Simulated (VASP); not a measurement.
VASP input:

**KPOINTS**
```
k-points along high-symmetry lines
5
Line-mode
Reciprocal
  0.000000   0.000000   0.000000 ! GAMMA
  0.000000   0.500000   0.000000 ! M

  0.000000   0.500000   0.000000 ! M
 -0.333333   0.666667   0.000000 ! K

 -0.333333   0.666667   0.000000 ! K
  0.000000   0.000000   0.000000 ! GAMMA

  0.000000   0.000000   0.000000 ! GAMMA
  0.000000   0.000000   0.500000 ! A

  0.000000   0.000000   0.500000 ! A
  0.000000   0.500000   0.500000 ! L

  0.000000   0.500000   0.500000 ! L
 -0.333333   0.666667   0.500000 ! H

 -0.333333   0.666667   0.500000 ! H
  0.000000   0.000000   0.500000 ! A

  0.000000   0.500000   0.500000 ! L
  0.000000   0.500000   0.000000 ! M

 -0.333333   0.666667   0.500000 ! H
 -0.333333   0.666667   0.000000 ! K
```

INCAR:
```
SYSTEM = Gd
PREC = Accurate
ENCUT = 400
EDIFF = 1E-6
NELM = 100
ALGO = Normal
LREAL = .FALSE.
LASPH = .TRUE.
ISMEAR = 1
SIGMA = 0.1
GGA = PE
LMAXMIX = 6
LWAVE = .FALSE.
LCHARG = .FALSE.
ISIF = 2
```

POSCAR:
```
Gd
1
    1.8513000000    -3.2065450000     0.0000000000
    1.8513000000     3.2065450000     0.0000000000
    0.0000000000     0.0000000000     5.8956000000
Gd
2
Direct
  0.3333330000   0.6666670000   0.2500000000
  0.6666670000   0.3333330000   0.7500000000
```

POTCAR, in this order: Gd_3 (PBE.64 set). Program: vasp_std.

What VASP printed:

File standard output:
```
 POSCAR found type information on POSCAR Gd
 POSCAR found :  1 types and       2 ions
 Reading from existing POTCAR
 Reading from existing POTCAR
 LDA part: xc-table for (Slater+PW92), standard interpolation
 POSCAR, INCAR and KPOINTS ok, starting setup
 WAVECAR not read
 entering main loop
       N       E                     dE             d eps       ncg     rms          rms(c)
DAV:   1     0.324427017152E+02    0.32443E+02   -0.78065E+03  1178   0.997E+02
DAV:   2    -0.794681751292E+01   -0.40390E+02   -0.39181E+02  1315   0.202E+02
DAV:   3    -0.939123308156E+01   -0.14444E+01   -0.13535E+01  1556   0.244E+01
DAV:   4    -0.942063373894E+01   -0.29401E-01   -0.29206E-01  1428   0.362E+00
DAV:   5    -0.942155433207E+01   -0.92059E-03   -0.92042E-03  1765   0.452E-01    0.192E+01
DAV:   6    -0.942151401469E+01    0.40317E-04   -0.22438E-02  1295   0.116E+00    0.114E+01
DAV:   7    -0.942995421585E+01   -0.84402E-02   -0.38723E-02  1270   0.152E+00    0.208E-01
DAV:   8    -0.942958413344E+01    0.37008E-03   -0.23775E-03  1325   0.348E-01    0.427E-02
DAV:   9    -0.942959236450E+01   -0.82311E-05   -0.17305E-04  1528   0.950E-02    0.292E-02
DAV:  10    -0.942958805479E+01    0.43097E-05   -0.22542E-05  1381   0.331E-02    0.336E-02
DAV:  11    -0.942958949025E+01   -0.14355E-05   -0.42160E-06  1325   0.143E-02    0.284E-03
DAV:  12    -0.942958949516E+01   -0.49165E-08   -0.13871E-07   705   0.292E-03
   1 F= -.94295895E+01 E0= -.94287356E+01  d E =-.256173E-02
```

**OUTCAR**
```
------------------------ aborting loop because EDIFF is reached ----------------------------------------
  FORCE on cell =-STRESS in cart. coord.  units (eV):
  Direction    XX          YY          ZZ          XY          YZ          ZX
  --------------------------------------------------------------------------------------
  Total       -1.6322659     -1.6322652     -1.9111897      0.0000000      0.0000000      0.0000000
  in kB      -37.3619331    -37.3619177    -43.7463906      0.0000000      0.0000000      0.0000000
  external PRESSURE =     -39.4900805 kB  Pullay stress =       0.0000000 kB
  volume of cell :       70.00
      direct lattice vectors                 reciprocal lattice vectors
     1.851300000 -3.206545000  0.000000000     0.270080484 -0.155931072  0.000000000
     1.851300000  3.206545000  0.000000000     0.270080484  0.155931072  0.000000000
     0.000000000  0.000000000  5.895600000     0.000000000  0.000000000  0.169618020
 POSITION                                       TOTAL-FORCE (eV/Angst)
 -----------------------------------------------------------------------------------
      1.85130      1.06885      1.47390         0.000000     -0.000000      0.000000
      1.85130     -1.06885      4.42170        -0.000000      0.000000      0.000000
 -----------------------------------------------------------------------------------
    total drift:                                0.000000      0.000122     -0.000005
  FREE ENERGIE OF THE ION-ELECTRON SYSTEM (eV)
  ---------------------------------------------------
  free  energy   TOTEN  =        -9.4295894952 eV

  energy  without entropy=       -9.4270277612  energy(sigma->0) =       -9.42873558
```
(Selected blocks of OUTCAR.)

Q: The run ends quietly. Is anything wrong with it?

A: The cause: a line-mode KPOINTS file was used for a self-consistent run. The run ends without an error. Against the sound run, the energy per atom (σ→0) falls by 0.145 eV/atom; the pressure drops by 1.64 GPa. To mend it, correct KPOINTS.
**KPOINTS**
```
Automatic mesh
0
Gamma
9 9 5
0 0 0
```
The mended run (PBE GGA, plane waves, VASP's PBE PAW potentials (set 64)) converges, and its OSZICAR ends with
```
   1 F= -.91366176E+01 E0= -.91380531E+01  d E =0.430651E-02
```

The compound is Gd in the hcp structure. The cell was not relaxed at this level. The 4f electrons are frozen in the core of the lanthanide potential, so 4f levels, which can set the real gap, and their magnetism are missing.
